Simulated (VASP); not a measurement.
Input:

```xyz
24
Lattice="5.2403 0.0000 0.0000 0.0000 9.3569 0.0000 0.0000 0.0000 5.5557" Properties=species:S:1:pos:R:3 pbc="T T T"
Ti     0.7227     3.4717     2.2366
Ti     4.5176     5.8852     3.3191
Ti     1.8974     5.8852     5.0145
Ti     3.3428     3.4717     0.5412
Ti     3.3428     1.2068     3.3191
Ti     1.8974     8.1502     2.2366
Ti     4.5176     8.1502     0.5412
Ti     0.7227     1.2068     5.0145
O      2.4352     2.5237     2.1667
O      2.8051     6.8333     3.3891
O      0.1849     6.8333     4.9446
O      5.0553     2.5237     0.6112
O      5.0553     2.1548     3.3891
O      0.1849     7.2021     2.1667
O      2.8051     7.2021     0.6112
O      2.4352     2.1548     4.9446
O      4.2794     0.0981     4.7290
O      0.9609     9.2589     0.8268
O      3.5810     9.2589     1.9511
O      1.6592     0.0981     3.6046
O      1.6592     4.5804     0.8268
O      3.5810     4.7765     4.7290
O      0.9609     4.7765     3.6046
O      4.2794     4.5804     1.9511
```

Calculation: PBEsol GGA, VASP's PBE PAW potentials (set 64) (plane waves; VASP). Settings: LREAL = Auto, 400 eV cut-off, 4×3×4 Γ-centred mesh shifted by (0.5, 0.5, 0.5), Gaussian smearing of 0.010 eV, potentials Ti_sv O.

At this cut-off the stress carries a Pulay error, which pulls relaxed volumes low.

Question: Estimate the energy per atom (σ→0), pressure, largest force.

Answer: 
```yaml
energy per atom (σ→0): -901.4 kJ/mol of atoms
pressure: -19.19 GPa
largest_force: 0.01460 Ry/bohr
```

The structure comes from a computed database's TiO2 entry, a phase known from measurement. The cell was not relaxed at this level.
